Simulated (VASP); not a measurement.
Input:

```xyz
1
Lattice="-2.7874 2.7874 2.7874 2.7874 -2.7874 2.7874 2.7874 2.7874 -2.7874" Properties=species:S:1:pos:R:3 pbc="T T T"
Rb     0.0000     0.0000     0.0000
```

Calculation: PBEsol GGA, VASP's PBE PAW potentials (set 64) (plane waves; VASP). Run with 400 eV cut-off, 8×8×8 Γ-centred mesh, first-order Methfessel-Paxton smearing of 0.10 eV, potentials Rb_sv.

Q: Estimate the energy per atom (σ→0), band gap (on the k-mesh) with the smallest direct gap where there is one.

A: 
```
Quantity                                                     Value
------------------------  ----------------------------------------
band gap (on the k-mesh)  none (metal, semimetal or under 0.01 eV)
energy per atom (σ→0)                               -1017 meV/atom
```

Total energies compare only between runs with the same potentials, cut-off and functional.

The compound is Rb in the bcc structure. It was relaxed first. The start is the result of an earlier pass.
